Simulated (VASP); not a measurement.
# GaH₂ClO: harmonic vibrations of a molecule

GaH₂ClO, molecule in box, 5 atoms in the cell. PBE, harmonic vibrations; PAW potentials O, Ga_d, Cl, H (PBE set).

## Input

INCAR.step1:
```
PREC = Accurate ; ENCUT = 400
EDIFF = 1E-8 ; ISMEAR = 0
SIGMA = 0.01 ; ISYM = 0
LREAL = False ; LASPH = True
NELM = 100 ; ALGO = Normal
LWAVE = False ; LCHARG = False
IBRION = 2 ; NSW = 60
ISIF = 2 ; EDIFFG = -0.002
POTIM = 0.5
```

INCAR.step2, as INCAR.step1 but for:
```
- IBRION = 2
- NSW = 60
- ISIF = 2
- EDIFFG = -0.002
- POTIM = 0.5
+ IBRION = 5
+ NFREE = 2
+ POTIM = 0.015
+ NSW = 1
```

KPOINTS:
```
k-points
0
Gamma
  1 1 1
```

POSCAR.step1:
```
GaH2ClO
1.0
   13.0000000000      0.0000000000      0.0000000000
    0.0000000000     13.0000000000      0.0000000000
    0.0000000000      0.0000000000     11.0000000000
O Ga Cl H
1 1 1 2
Direct
    0.4198576900      0.5611538500      0.4632681800
    0.5446576900      0.5374692300      0.5217318200
    0.5798500000      0.3786461500      0.5543136400
    0.3798653800      0.4997846200      0.4518681800
    0.6221346200      0.6245846200      0.5472500000
```

Commands (each step's output is kept before the next begins):
```
cat potpaw_PBE.64/O/POTCAR potpaw_PBE.64/Ga_d/POTCAR potpaw_PBE.64/Cl/POTCAR potpaw_PBE.64/H/POTCAR > POTCAR
cp INCAR.step1 INCAR
cp POSCAR.step1 POSCAR
mpirun -np 4 vasp_gam > vasp.out
cp CONTCAR POSCAR
cp INCAR.step2 INCAR
mpirun -np 4 vasp_gam > vasp.out
```

## Result

- Vibrations (cm⁻¹; a negative value is imaginary): 3740, 2031, 852, 666, 555, 487, 388, 365, 157
- Zero-point energy (eV): 0.573
- Translations and rotations, which should read zero (cm⁻¹): -24, -11, 0, 2, 3, 6
- Vibrational entropy at 298 K (meV/K): 0.279
- Displaced cells: 30
- Ionic steps, all stages: 57
- Electronic steps, all stages: 966

VASP 6.6.1 took 2138 s on 4 cores (AMD EPYC 7R13 (Zen 3)), a shared host.
